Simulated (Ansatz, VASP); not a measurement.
This is a calculation of FeCu for VASP 6.6.1.

The input INCAR:

```
PREC = Accurate
ENCUT = 520
EDIFF = 1E-7
ISMEAR = -1
SIGMA = 0.05
LREAL = F
LASPH = T
NELM = 150
ALGO = Fast
ISIF = 2
LWAVE = F
LCHARG = F
ISPIN = 2
MAGMOM = 3 0.6
LORBIT = 11
LMAXMIX = 4
GGA = PE
NBANDS = 20
```

File KPOINTS:

```
Automatic mesh
0
Gamma
  11 11 11
```

Contents of POSCAR:

```
FeCu
1.0
    0.0000000000      2.1253663771      2.1253663771
    2.1253663771      0.0000000000      2.1253663771
    2.1253663771      2.1253663771      0.0000000000
Fe Cu
1 1
Direct
    0.5000000000      0.5000000000      0.5000000000
    0.0000000000      0.0000000000      0.0000000000
```

Potentials or basis: VASP PAW PBE potentials, release 64 (Fe, Cu).

Command:

```bash
$ cat potpaw_PBE.64/Fe/POTCAR potpaw_PBE.64/Cu/POTCAR > POTCAR
$ mpirun -np 1 vasp_std > vasp.out
```

Task: Set up the same calculation for Ansatz 0.2.0. Potentials there: all-electron LAPW, scalar-relativistic.

Result: As run (the cutoff follows the program's own potentials):

File input.yaml:

```yaml
crystal:
  lattice:
    - [0.0, 2.1253663771, 2.1253663771]
    - [2.1253663771, 0.0, 2.1253663771]
    - [2.1253663771, 2.1253663771, 0.0]
  atoms:
    - { symbol: Fe, position: [0.5, 0.5, 0.5], spin: 3.0 }
    - { symbol: Cu, position: [0.0, 0.0, 0.0], spin: 0.6 }
kpoints:
  mp_grid: { grid: [11, 11, 11] }
scf:
  occupations: { method: fermi_dirac, width: 0.05 }
hamiltonian:
  xc: pbe
  pseudopotentials: { kind: all_electron, lapw: { basis_error: 0.0005 } }
magnetization:
  spin_polarized: true
output:
  forces: true
  stress: true
  eigenvalues: true
```

Potentials or basis: all-electron LAPW, scalar-relativistic.

Command:

```bash
$ ansatz run input.yaml --threads 2 --pin off --max-ram 6144MiB --backend cpu --events-out ev --progress --plain --runs-dir out
```

Both were run:

|  | VASP | Ansatz | Ansatz less VASP |
| --- | --- | --- | --- |
| gap on the k mesh at the Fermi level (eV) | none | none | - |
| pressure (GPa) | 102.9 | 103.5 | +0.58 |
| net moment per atom (μB) | 1.21 | 1.21 | +0.004 |
| size of the moment on the site where the two differ most (μB) | 0.16 | 0.21 | +0.048 |

Site moments also hang on the region over which each program counts them. A gap of «none» marks a metal or a gap that the smearing closes. Ansatz ran all-electron here, so the differences hold the error of VASP's frozen core and of both bases.

Caveats: the cell as given lies far from equilibrium (VASP); so large a pressure means that the cell lies far from this level's equilibrium, or that cutoff or potentials fall short (VASP).
